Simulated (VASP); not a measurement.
Consider the following.

```
TiO2
1.0
   -1.88628     1.88628     4.79875
    1.88628    -1.88628     4.79875
    1.88628     1.88628    -4.79875
Ti O
2 4
Direct
  0.75000   0.25000   0.50000
  0.00000   0.00000   0.00000
  0.54306   0.04306   0.50000
  0.79306   0.79306   0.00000
  0.20694   0.20694   0.00000
  0.95694   0.45694   0.50000
```

Computed with AM05 GGA, VASP's PBE PAW potentials (set 64) (plane waves; VASP). Numerical set-up: 520 eV cut-off, 8×8×8 Γ-centred mesh, Gaussian smearing of 0.050 eV, potentials Ti_sv O.

Task: Predict the energy per atom (σ→0).

Result: 
- energy per atom (σ→0) = -883.2 kJ/mol-atom

The compound is TiO2 in the anatase structure, one of several forms; rutile is the usual stable one. It was relaxed first.
